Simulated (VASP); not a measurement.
# Ni(111) over its thickness, part 3 of 3

How many layers does a slab of Ni(111) need before surface energy, work function and relaxation settle?

VASP 6.6.1, plane waves and PAW; the level of theory is named at each step.

Still holding for the runs below: The magnetic state follows from one typed start and may not be the lowest.

So far. Step 18 (Relaxing the slab, layers 11): The run ended after 14 ionic steps, 0.005 eV below its first step, once the forces on the free atoms met EDIFFG = -0.01. Step 19 (The vacuum level, layers 11): The vacuum level lies 5.05 eV above the Fermi level at the upper face; both faces agree, as the slab has next to no dipole.

## 20. Relaxing the slab, layers 12

System of this step: Ni(111). The cell holds 12 atoms: 12 Ni. Cell: a = 2.486 Å, b = 2.486 Å, c = 37.329 Å, α = 90.0°, β = 90.0°, γ = 60.0°. It derives from Ni. 12 layers of fcc Ni, cut at this functional's lattice. Vacuum lies along c.

The input, INCAR:

```
SYSTEM = Ni
PREC = Normal
ENCUT = 320
EDIFF = 1E-06
NELM = 120
ISMEAR = 1
SIGMA = 0.15
LREAL = .FALSE.
ALGO = Fast
GGA = PE
NBANDS = 87
ISPIN = 2
MAGMOM = 1 1 1 1 1 1 1 1 1 1 1 1
LASPH = .TRUE.
LMAXMIX = 4
LORBIT = 11
LWAVE = .FALSE.
LCHARG = .FALSE.
KPAR = 4
IBRION = 2
NSW = 50
ISIF = 2
EDIFFG = -0.01
POTIM = 0.4
MAXMIX = 40
```

The input, POSCAR:

```
Ni
1.0
    2.4861695742      0.0000000000      0.0000000000
    1.2430847871      2.1530860094      0.0000000000
    0.0000000000      0.0000000000     37.3294385264
Ni
12
Direct
    0.3333333300      0.3333333300      0.2009138200
    0.6666666700      0.6666666700      0.2552931200
    0.0000000000      0.0000000000      0.3096724300
    0.3333333300      0.3333333300      0.3640517400
    0.6666666700      0.6666666700      0.4184310400
    0.0000000000      0.0000000000      0.4728103500
    0.3333333300      0.3333333300      0.5271896500
    0.6666666700      0.6666666700      0.5815689600
    0.0000000000      0.0000000000      0.6359482600
    0.3333333300      0.3333333300      0.6903275700
    0.6666666700      0.6666666700      0.7447068800
    0.0000000000      0.0000000000      0.7990861800
```

The input, KPOINTS:

```
Automatic mesh
0
Gamma
15 15 1
0 0 0
```

PAW data sets: Ni (PBE family, release 64).

Command:

```bash
$ mpirun -np 4 vasp_std
```

Wall time 17 min (4 MPI ranks of Intel Xeon Platinum 8488C (Sapphire Rapids), shared host); peak memory 1.6 GiB.

The run ended after 10 ionic steps, 0.005 eV below its first step, once the forces on the free atoms met EDIFFG = -0.01.

## 21. The vacuum level, layers 12

Changes to INCAR since step 20:

```diff
@@ -19,7 +19,6 @@
 KPAR = 4
-IBRION = 2
-NSW = 50
-ISIF = 2
-EDIFFG = -0.01
-POTIM = 0.4
-MAXMIX = 40
+IDIPOL = 3
+LDIPOL = .TRUE.
+DIPOL = 0.5 0.5 0.5
+LVHAR = .TRUE.
+LVACPOTAV = .TRUE.
```

The input, POSCAR:

```
Ni
1.0
    2.4861695742      0.0000000000      0.0000000000
    1.2430847871      2.1530860094      0.0000000000
    0.0000000000      0.0000000000     37.3294385264
Ni
12
Direct
    0.3333333300      0.3333333300      0.2014719575
    0.6666666700      0.6666666700      0.2550973414
    0.0000000000      0.0000000000      0.3094398494
    0.3333333300      0.3333333300      0.3639330880
    0.6666666700      0.6666666700      0.4183617407
    0.0000000000      0.0000000000      0.4728020669
    0.3333333300      0.3333333300      0.5271979331
    0.6666666700      0.6666666700      0.5816382593
    0.0000000000      0.0000000000      0.6360669120
    0.3333333300      0.3333333300      0.6905601506
    0.6666666700      0.6666666700      0.7449026586
    0.0000000000      0.0000000000      0.7985280425
```

KPOINTS is that of step 20.

Command:

```bash
$ mpirun -np 4 vasp_std
```

Run time: 11 min. Hardware: 4 MPI ranks; peak memory 1.6 GiB.

The planar average of the electrostatic potential oscillates, so the rows of the table below give means over windows of 2 Å about each position, cut where the curve ends. Its maxima inside the range that stand out by 2 % of the span (Å: eV): 8.6: -0.414, 10.6: -0.261, 12.6: -0.192, 14.6: -0.261, 16.7: -0.224, 18.7: -0.198, 20.7: -0.224, 22.8: -0.261, 24.8: -0.192, 26.8: -0.261, 28.8: -0.414. Its minima: 7.6: -20.7, 9.6: -20.8, 11.6: -20.9, 13.6: -20.8, 15.7: -20.7, 17.7: -20.8, 19.7: -20.8, 21.7: -20.7, 23.8: -20.8, 25.8: -20.9, 27.8: -20.8, 29.8: -20.7.

Zero at the Fermi level. Planar average of the electrostatic potential against height; means over each step:

height (Å), planar average of the electrostatic potential (eV) and a bar from the least value:
```
     1.00        5.0 ##############################
     3.00        5.0 ##############################
     5.00        4.9 ##############################
     7.00       -7.6 ####
     9.00       -9.6 
    11.00       -9.4 
    13.00       -9.4 
    15.00       -9.4 
    17.00       -9.3 #
    19.00       -9.3 #
    21.00       -9.3 #
    23.00       -9.3 #
    25.00       -9.3 #
    27.00       -9.3 #
    29.00       -9.5 
    31.00       -0.3 ###################
    33.00        5.0 ##############################
    35.00        5.0 ##############################
    37.00        5.0 ##############################
```

The vacuum level lies 5.02 eV above the Fermi level at the upper face; both faces agree, as the slab has next to no dipole.

The program found no field-free point at its default tolerance, and its printed vacuum level lies off the flat part of the planar average, by -0.02 eV at the upper face; the levels here are read from the flat part.

## 22. Relaxing the slab, layers 14

System of this step: Ni(111). The cell holds 14 atoms: 14 Ni. Its edges and angles: a = 2.486 Å, b = 2.486 Å, c = 41.389 Å, α = 90.0°, β = 90.0°, γ = 60.0°. It derives from Ni. 14 layers of fcc Ni, cut at this functional's lattice. Vacuum lies along c.

The input, INCAR:

```
SYSTEM = Ni
PREC = Normal
ENCUT = 320
EDIFF = 1E-06
NELM = 120
ISMEAR = 1
SIGMA = 0.15
LREAL = Auto
ALGO = Fast
GGA = PE
NBANDS = 102
ISPIN = 2
MAGMOM = 1 1 1 1 1 1 1 1 1 1 1 1 1 1
LASPH = .TRUE.
LMAXMIX = 4
LORBIT = 11
LWAVE = .FALSE.
LCHARG = .FALSE.
KPAR = 4
IBRION = 2
NSW = 50
ISIF = 2
EDIFFG = -0.01
POTIM = 0.4
MAXMIX = 40
```

The input, POSCAR:

```
Ni
1.0
    2.4861695742      0.0000000000      0.0000000000
    1.2430847871      2.1530860094      0.0000000000
    0.0000000000      0.0000000000     41.3893364403
Ni
14
Direct
    0.6666666700      0.6666666700      0.1812060900
    0.0000000000      0.0000000000      0.2302513100
    0.3333333300      0.3333333300      0.2792965300
    0.6666666700      0.6666666700      0.3283417400
    0.0000000000      0.0000000000      0.3773869600
    0.3333333300      0.3333333300      0.4264321800
    0.6666666700      0.6666666700      0.4754773900
    0.0000000000      0.0000000000      0.5245226100
    0.3333333300      0.3333333300      0.5735678200
    0.6666666700      0.6666666700      0.6226130400
    0.0000000000      0.0000000000      0.6716582600
    0.3333333300      0.3333333300      0.7207034700
    0.6666666700      0.6666666700      0.7697486900
    0.0000000000      0.0000000000      0.8187939100
```

KPOINTS is that of step 21.

Command:

```bash
$ mpirun -np 4 vasp_std
```

Wall time 25 min (4 MPI ranks); peak memory 1.9 GiB.

The steps of the relaxation:

```
step  energy less that of the first step (eV)  largest force (eV/Å)
   1                                   0.0000                0.1612
   2                                  -0.0029                0.1001
   3                                  -0.0043                0.0530
   4                                  -0.0043                0.0535
   5                                  -0.0047                0.0295
   6                                  -0.0049                0.0212
   7                                  -0.0050                0.0214
   8                                  -0.0050                0.0123
   9                                  -0.0051                0.0127
  10                                  -0.0051                0.0130
  11                                  -0.0051                0.0106
```

The atoms that moved most (Å):

```
atom     dx     dy      dz  length
 Ni1  0.000  0.000   0.020   0.020
Ni14  0.000  0.000  -0.020   0.020
Ni12  0.000  0.000   0.010   0.010
 Ni3  0.000  0.000  -0.010   0.010
 Ni2  0.000  0.000  -0.009   0.009
Ni13  0.000  0.000   0.009   0.009
```

The relaxed structure:

```
Ni
1.0
     2.48617    0.00000    0.00000
     1.24308    2.15309    0.00000
     0.00000    0.00000   41.38934
Ni
14
Direct
  0.66667 0.66667 0.18170
  0.00000 0.00000 0.23003
  0.33333 0.33333 0.27906
  0.66667 0.66667 0.32822
  0.00000 0.00000 0.37737
  0.33333 0.33333 0.42648
  0.66667 0.66667 0.47547
  0.00000 0.00000 0.52453
  0.33333 0.33333 0.57352
  0.66667 0.66667 0.62263
  0.00000 0.00000 0.67178
  0.33333 0.33333 0.72094
  0.66667 0.66667 0.76997
  0.00000 0.00000 0.81830
```

The stop cut the electronic loop of the last step short, so that step is set aside; the step before it may be unsound too where the loop had begun to diverge.

The run met its time limit with a largest force of 0.01 eV/Å at its last finished step, short of the threshold. The session accepts it under a looser, picked bar, without proof that a minimum is near.

## 23. The vacuum level, layers 14

Changes to INCAR since step 22:

```diff
@@ -19,7 +19,6 @@
 KPAR = 4
-IBRION = 2
-NSW = 50
-ISIF = 2
-EDIFFG = -0.01
-POTIM = 0.4
-MAXMIX = 40
+IDIPOL = 3
+LDIPOL = .TRUE.
+DIPOL = 0.5 0.5 0.5
+LVHAR = .TRUE.
+LVACPOTAV = .TRUE.
```

The input, POSCAR:

```
Ni
1.0
    2.4861695742      0.0000000000      0.0000000000
    1.2430847871      2.1530860094      0.0000000000
    0.0000000000      0.0000000000     41.3893364403
Ni
14
Direct
    0.6666666700      0.6666666700      0.1816967364
    0.0000000000      0.0000000000      0.2300344521
    0.3333333300      0.3333333300      0.2790616459
    0.6666666700      0.6666666700      0.3282223885
    0.0000000000      0.0000000000      0.3773739782
    0.3333333300      0.3333333300      0.4264773141
    0.6666666700      0.6666666700      0.4754668681
    0.0000000000      0.0000000000      0.5245331319
    0.3333333300      0.3333333300      0.5735226859
    0.6666666700      0.6666666700      0.6226260218
    0.0000000000      0.0000000000      0.6717776115
    0.3333333300      0.3333333300      0.7209383541
    0.6666666700      0.6666666700      0.7699655479
    0.0000000000      0.0000000000      0.8183032636
```

KPOINTS is that of step 22.

Command:

```bash
$ mpirun -np 4 vasp_std
```

Elapsed: 20 min, on 4 MPI ranks; peak memory 1.9 GiB.

The run was stopped at its time limit, and its numbers are not used.

## 24. All thicknesses together

This step: a metal face over its thickness, PBE; plane waves and PAW (VASP 6.6.1).

This step runs nothing: it gathers the runs above.

Numbers from this step:

```yaml
slope_energy_per_layer: -5.480 eV
surface_energy_from_the_fit: 1.906 J/m²
```

Symmetric slabs, all atoms free; energies from the ends of the relaxations. Thickness series, by row:

```
layers  slab energy plus 5.0 eV a layer (eV)  surface energy from the bulk run (J/m²)  work function (eV)  change of the top spacing (%)
     4                                -0.638                                    1.921               5.081                         -1.252
     5                                 -1.13                                    1.903               5.028                         -1.342
     6                                -1.594                                    1.928               5.034                          -1.31
     7                                -2.088                                    1.907               5.022                         -1.391
     8                                -2.561                                    1.919               5.021                         -1.454
     9                                -3.048                                    1.909               5.037                         -1.392
    10                                -3.524                                    1.916               5.039                          -1.33
    11                                -4.005                                    1.915               5.047                         -1.396
    12                                -4.486                                    1.914                5.02                         -1.386
```

The third column takes -5.4804 eV an atom from the bulk run, over twice the area of 5.353 Å². The fit needs no bulk run: the intercept of energy against layers is twice the area times the surface energy.

## 25. Summary of results

- surface energy from the fit: 1.91 J/m²
- slope energy per layer: -5.48 eV

What this shows: A straight line through the slab energies from 7 to 12 layers gives a surface energy of 1.91 J/m² for Ni(111); with one or two rows fewer at either end it runs from 1.90 to 1.92. Its slope differs from the bulk run's energy by 0.5 meV a layer, and the value counted from the bulk run goes from 1.92 J/m² at 4 layers to 1.91 at 12. Over the series the work function lies between 5.02 and 5.08 eV, and the top spacing changes by -1.5 to -1.3 %. Slabs of more than 12 layers ran with LREAL = Auto and the others without, so they are kept out of the line. No row is given for 14 layers, where a run failed. The top spacing is counted from the bulk run's spacing, and the inner spacings of a slab can differ from that too. Swings with thickness mix quantum size effects with the sampling of the mesh and the force threshold. A relaxation stopped short of its threshold, at a residual force of 0.01 eV/Å, so the energy of that state, where it is used, is an upper bound.

[Lines on the potential files, build, host, timing and source positions are cut from VASP's logs without a mark.]

[Logs are printed without paths, hosts, clocks, repeated set-up lines and the standing remarks that a program may print on its own settings, such as how far it seeks lower states.]

[Hosts, paths, dates, database ids (printed as entryN), source tags and the programs' standing remarks are cut or masked in the printed files.]

[Runs that stopped without an error message from VASP are left out.]
